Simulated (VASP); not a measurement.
OSZICAR of a VASP run on In₃₂P₃₁:

**OSZICAR**
```
       N       E                     dE             d eps       ncg     rms          rms(c)
DAV:   1     0.150032430342E+04    0.15003E+04   -0.84167E+04   628   0.108E+03
DAV:   2    -0.804373696355E+02   -0.15808E+04   -0.15161E+04   782   0.193E+02
DAV:   3    -0.268597249672E+03   -0.18816E+03   -0.18462E+03   744   0.695E+01
DAV:   4    -0.275244320177E+03   -0.66471E+01   -0.65929E+01   744   0.149E+01
DAV:   5    -0.275466624423E+03   -0.22230E+00   -0.22167E+00   824   0.276E+00    0.301E+01
RMM:   6    -0.263698965831E+03    0.11768E+02   -0.23269E+01   628   0.613E+00    0.173E+01
RMM:   7    -0.263044463555E+03    0.65450E+00   -0.23209E+01   631   0.592E+00    0.619E+00
RMM:   8    -0.262756898048E+03    0.28757E+00   -0.18516E+00   628   0.258E+00    0.378E+00
RMM:   9    -0.262731950653E+03    0.24947E-01   -0.80063E-01   628   0.148E+00    0.110E+00
RMM:  10    -0.262730966801E+03    0.98385E-03   -0.11168E-01   644   0.686E-01    0.614E-01
RMM:  11    -0.262736027609E+03   -0.50608E-02   -0.29828E-02   667   0.323E-01    0.415E-01
RMM:  12    -0.262737449489E+03   -0.14219E-02   -0.75517E-03   636   0.177E-01    0.139E-01
RMM:  13    -0.262738161902E+03   -0.71241E-03   -0.35058E-03   641   0.104E-01    0.128E-01
RMM:  14    -0.262738113150E+03    0.48752E-04   -0.65325E-04   664   0.471E-02    0.776E-02
RMM:  15    -0.262738138826E+03   -0.25676E-04   -0.59614E-04   631   0.405E-02    0.345E-02
RMM:  16    -0.262738143405E+03   -0.45787E-05   -0.11620E-04   638   0.190E-02    0.131E-02
RMM:  17    -0.262738141764E+03    0.16403E-05   -0.20094E-05   392   0.779E-03
   1 F= -.26273814E+03 E0= -.26271887E+03  d E =-.262738E+03  mag=     3.0000
       N       E                     dE             d eps       ncg     rms          rms(c)
DAV:   1    -0.262780801521E+03   -0.42658E-01   -0.11201E+00   712   0.183E+00    0.650E-01
RMM:   2    -0.262787360156E+03   -0.65586E-02   -0.86128E-02   628   0.602E-01    0.159E-01
RMM:   3    -0.262788495572E+03   -0.11354E-02   -0.14972E-02   641   0.275E-01    0.108E-01
RMM:   4    -0.262788466835E+03    0.28737E-04   -0.25422E-03   645   0.122E-01    0.627E-02
RMM:   5    -0.262788505847E+03   -0.39013E-04   -0.77829E-04   655   0.606E-02    0.277E-02
RMM:   6    -0.262788526075E+03   -0.20227E-04   -0.24978E-04   714   0.285E-02    0.255E-02
RMM:   7    -0.262788528159E+03   -0.20845E-05   -0.24970E-05   414   0.973E-03
   2 F= -.26278853E+03 E0= -.26276926E+03  d E =-.503864E-01  mag=     3.0000
       N       E                     dE             d eps       ncg     rms          rms(c)
DAV:   1    -0.262796244497E+03   -0.77184E-02   -0.40678E-01   696   0.111E+00    0.395E-01
RMM:   2    -0.262798621783E+03   -0.23773E-02   -0.31238E-02   628   0.363E-01    0.966E-02
RMM:   3    -0.262799046189E+03   -0.42441E-03   -0.55050E-03   646   0.167E-01    0.658E-02
RMM:   4    -0.262799035029E+03    0.11160E-04   -0.91224E-04   647   0.731E-02    0.387E-02
RMM:   5    -0.262799048000E+03   -0.12971E-04   -0.27736E-04   642   0.366E-02    0.165E-02
RMM:   6    -0.262799054114E+03   -0.61143E-05   -0.80861E-05   569   0.173E-02
   3 F= -.26279905E+03 E0= -.26277979E+03  d E =-.609123E-01  mag=     3.0000
       N       E                     dE             d eps       ncg     rms          rms(c)
DAV:   1    -0.262799188120E+03   -0.14012E-03   -0.95945E-03   760   0.169E-01    0.608E-02
RMM:   2    -0.262799243993E+03   -0.55873E-04   -0.72735E-04   628   0.552E-02    0.153E-02
RMM:   3    -0.262799253837E+03   -0.98439E-05   -0.12624E-04   617   0.254E-02    0.109E-02
RMM:   4    -0.262799254278E+03   -0.44055E-06   -0.23811E-05   395   0.114E-02
   4 F= -.26279925E+03 E0= -.26278000E+03  d E =-.611125E-01  mag=     3.0000
       N       E                     dE             d eps       ncg     rms          rms(c)
DAV:   1    -0.262804068267E+03   -0.48144E-02   -0.64593E-02   680   0.461E-01    0.171E-01
RMM:   2    -0.262804398913E+03   -0.33065E-03   -0.48760E-03   628   0.143E-01    0.485E-02
RMM:   3    -0.262804475443E+03   -0.76530E-04   -0.10295E-03   692   0.660E-02    0.334E-02
RMM:   4    -0.262804462390E+03    0.13053E-04   -0.13029E-04   631   0.266E-02    0.169E-02
RMM:   5    -0.262804465597E+03   -0.32073E-05   -0.58210E-05   582   0.153E-02
   5 F= -.26280447E+03 E0= -.26278520E+03  d E =-.521132E-02  mag=     3.0000
       N       E                     dE             d eps       ncg     rms          rms(c)
DAV:   1    -0.262806321036E+03   -0.18586E-02   -0.81568E-02   680   0.519E-01    0.193E-01
RMM:   2    -0.262806747487E+03   -0.42645E-03   -0.63434E-03   628   0.162E-01    0.547E-02
RMM:   3    -0.262806853356E+03   -0.10587E-03   -0.13680E-03   695   0.753E-02    0.389E-02
RMM:   4    -0.262806836171E+03    0.17185E-04   -0.17561E-04   631   0.305E-02    0.185E-02
RMM:   5    -0.262806841310E+03   -0.51389E-05   -0.75115E-05   601   0.174E-02
   6 F= -.26280684E+03 E0= -.26278758E+03  d E =-.758703E-02  mag=     3.0000
       N       E                     dE             d eps       ncg     rms          rms(c)
DAV:   1    -0.262806862388E+03   -0.26217E-04   -0.14218E-03   760   0.689E-02    0.281E-02
RMM:   2    -0.262806870335E+03   -0.79466E-05   -0.13885E-04   628   0.231E-02    0.890E-03
RMM:   3    -0.262806873496E+03   -0.31616E-05   -0.30641E-05   417   0.113E-02    0.634E-03
RMM:   4    -0.262806873834E+03   -0.33819E-06   -0.47450E-06   367   0.496E-03
   7 F= -.26280687E+03 E0= -.26278761E+03  d E =-.761956E-02  mag=     3.0000
       N       E                     dE             d eps       ncg     rms          rms(c)
DAV:   1    -0.262808394036E+03   -0.15205E-02   -0.45185E-02   680   0.380E-01    0.134E-01
RMM:   2    -0.262808659997E+03   -0.26596E-03   -0.34809E-03   628   0.122E-01    0.336E-02
RMM:   3    -0.262808723505E+03   -0.63508E-04   -0.71228E-04   679   0.571E-02    0.275E-02
RMM:   4    -0.262808718252E+03    0.52532E-05   -0.89222E-05   615   0.233E-02
   8 F= -.26280872E+03 E0= -.26278945E+03  d E =-.184442E-02  mag=     3.0000
       N       E                     dE             d eps       ncg     rms          rms(c)
DAV:   1    -0.262808839564E+03   -0.11606E-03   -0.19564E-02   728   0.249E-01    0.895E-02
RMM:   2    -0.262808946362E+03   -0.10680E-03   -0.14873E-03   628   0.794E-02    0.238E-02
RMM:   3    -0.262808978612E+03   -0.32250E-04   -0.33938E-04   692   0.382E-02    0.199E-02
RMM:   4    -0.262808977418E+03    0.11941E-05   -0.37599E-05   487   0.150E-02
   9 F= -.26280898E+03 E0= -.26278972E+03  d E =-.210358E-02  mag=     3.0000
       N       E                     dE             d eps       ncg     rms          rms(c)
DAV:   1    -0.262808994834E+03   -0.16222E-04   -0.12524E-03   712   0.638E-02    0.204E-02
RMM:   2    -0.262809002521E+03   -0.76874E-05   -0.98950E-05   622   0.207E-02    0.531E-03
RMM:   3    -0.262809002778E+03   -0.25733E-06   -0.13127E-05   362   0.857E-03    0.461E-03
RMM:   4    -0.262809002491E+03    0.28756E-06   -0.19371E-06   348   0.332E-03
  10 F= -.26280900E+03 E0= -.26278974E+03  d E =-.212866E-02  mag=     3.0000
       N       E                     dE             d eps       ncg     rms          rms(c)
DAV:   1    -0.262809475363E+03   -0.47258E-03   -0.29103E-02   680   0.301E-01    0.981E-02
RMM:   2    -0.262809644898E+03   -0.16953E-03   -0.20137E-03   628   0.950E-02    0.224E-02
RMM:   3    -0.262809685411E+03   -0.40513E-04   -0.41448E-04   672   0.450E-02    0.221E-02
RMM:   4    -0.262809684692E+03    0.71919E-06   -0.52700E-05   553   0.184E-02
  11 F= -.26280968E+03 E0= -.26279042E+03  d E =-.682201E-03  mag=     3.0000
```

Task: Which electronic solver shows in the log?

Result: It is blocked Davidson (ALGO = Normal, or the opening steps of other solvers) and then RMM-DIIS (ALGO = Fast or VeryFast). The INCAR had ALGO = Fast.

Task: How was spin treated?

Result: Collinear spin (ISPIN = 2): the summary line carries one mag value, 3.00 μB in the cell.

Task: Can the final energy be trusted as converged?

Result: The run converged. It stopped with EDIFF = 1E-5, NELM = 100, NSW = 60 and EDIFFG = -0.03 after 11 ionic steps (PBE GGA, plane waves, VASP's PBE PAW potentials (set 64)). The cell is charged, with a uniform compensating background. The supercell is sampled at Γ alone, which is coarse: total energies, pressure and levels can be off, energies of defects by several tenths of an eV.

The cell is a supercell with a defect, built from InP (zinc blende): vac_P, charge +2. The total moment is imposed (NUPDOWN), so this need not be the lowest spin state.
